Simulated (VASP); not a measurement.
WTe (relaxed from the zinc blende structure, space group F-43m): computed properties

All values below come from PBEsol GGA, VASP's PBE PAW potentials (set 64) (plane waves; VASP).

```yaml
space_group: F-43m (216)
cell: a = b = c = 6.027 Å, α = β = γ = 90.00°
volume_per_atom: 27.36 Å^3/atom
band gap (over mesh and band path): none (metal, semimetal or under 0.01 eV)
density: 9.45 g/cm³
```

WTe is modelled in the cubic space group F-43m (No. 216), the zinc blende structure, Pearson symbol cF8. Conventional cell: a = b = c = 6.0266 Å, α = β = γ = 90.00°. W on 4a is coordinated by 4 Te at 2.610 Å (tetrahedral). Te on 4d is coordinated by 4 W at 2.610 Å (tetrahedral). (Neighbours: up to the widest gap in distance over summed covalent radii, below 1.35, at either atom; cation-cation and far metal-metal contacts left out.)
(The calculation used a cell of 2 atoms; values per cell refer to that cell.)

Unless said otherwise, spin-orbit coupling is left out, though it shifts the bands of the heavy elements here.

The structure was generated: WTe was put into the zinc blende type (F-43m), which need not be its known phase. It was relaxed first, which changed the volume by -34 %. Symmetry was kept, so distortions that lower it aren't found.
